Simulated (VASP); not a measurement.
Method: revPBE GGA, VASP's PBE PAW potentials (set 64) (plane waves; VASP 6.6.1).

The input files of a VASP run:

### POSCAR
```
AlN
1.0
  0.0000000000   2.2096640720   2.2096640720
  2.2096640720   0.0000000000   2.2096640720
  2.2096640720   2.2096640720   0.0000000000
Al N
1 1
Cartesian
  0.0000000000   0.0000000000   0.0000000000
  1.1048320360   1.1048320360   1.1048320360
```

KPOINTS:
```
Automatic mesh
0
Gamma
11 11 11
0 0 0
```

INCAR:
```
SYSTEM=AlN
PREC=Accurate; ENCUT=520; LREAL=F
LASPH=T
EDIFF=1E-7; NELM=100; ALGO=Normal
ISMEAR=-5
GGA=RE
ISIF=2
LWAVE=F; LCHARG=T; LORBIT=11
NEDOS=601
```

POTCAR, in this order: Al N (PBE.64 set). Program: vasp_std.

**Question.** What will the output report for the number of irreducible k-points (NKPTS), largest plane-wave count, number of space-group operations, FFT grid (NGX, NGY, NGZ)?

**Answer.** 
```yaml
number of irreducible k-points (NKPTS): 56
largest_plane_wave_count: 595
number_of_space_group_operations: 24
FFT grid (NGX, NGY, NGZ): 24 × 24 × 24
```

The compound is AlN in the zinc blende structure, a metastable form; wurtzite is the usual one. It was relaxed first.
